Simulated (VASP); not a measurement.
```
MnF2
1.0
    4.93007     0.00000     0.00000
    0.00000     4.93007     0.00000
    0.00000     0.00000     3.32037
Mn F
2 4
Cartesian
  0.00000   0.00000   0.00000
  2.46504   2.46504   1.66019
  1.49690   1.49690   0.00000
  3.96193   0.96814   1.66019
  0.96814   3.96193   1.66019
  3.43318   3.43318   0.00000
```
Starting moments (μB, in the order of the record's atoms Mn Mn F F F F): 4.5 -4.5 0.0 0.0 0.0 0.0.

Method: PBE GGA, VASP's PBE PAW potentials (set 64) (plane waves; VASP). Numerical set-up: 620 eV cut-off, 5×5×7 Γ-centred mesh, Gaussian smearing of 0.050 eV, potentials Mn_pv F.

Energy and stress use the plane-wave basis of the starting cell.

Task: The ions, cell shape and volume at an external pressure of 5.0 GPa are relaxed. What does this cell relax into?

Result: 
```
MnF2
1.0
    4.83030     0.00000     0.00000
    0.00000     4.83030     0.00000
    0.00000     0.00000     3.28278
Mn F
2 4
Direct
  0.00000   0.00000   0.00000
  0.50000   0.50000   0.50000
  0.30246   0.30246   0.00000
  0.80246   0.19754   0.50000
  0.19754   0.80246   0.50000
  0.69754   0.69754   0.00000
```
Space group P4_2/mnm (136), at a tolerance of 0.03 Å. The cell ends with 0.00 μB, on the sites 4.53 -4.53 -0.03 0.03 0.03 -0.03 μB.

Task: How do energy and volume change from the first to the last step?

Result: The energy (σ→0) changes by +10.3 meV/atom and the volume by -5.1 %, in 5 ionic steps.

```csv
step,E(σ→0) (eV),max force (eV/Å),pressure (GPa),volume (Å³)
1,-39.4515,0.008,0.03,80.70
2,-39.3633,0.088,6.23,75.92
3,-39.3922,0.072,5.01,76.75
4,-39.3919,0.036,5.02,76.68
5,-39.3899,0.011,5.05,76.59
```

The compound is MnF2 in the rutile structure. This run relaxes it under an external pressure of 5 GPa. Symmetry was kept, so distortions that lower it aren't found.
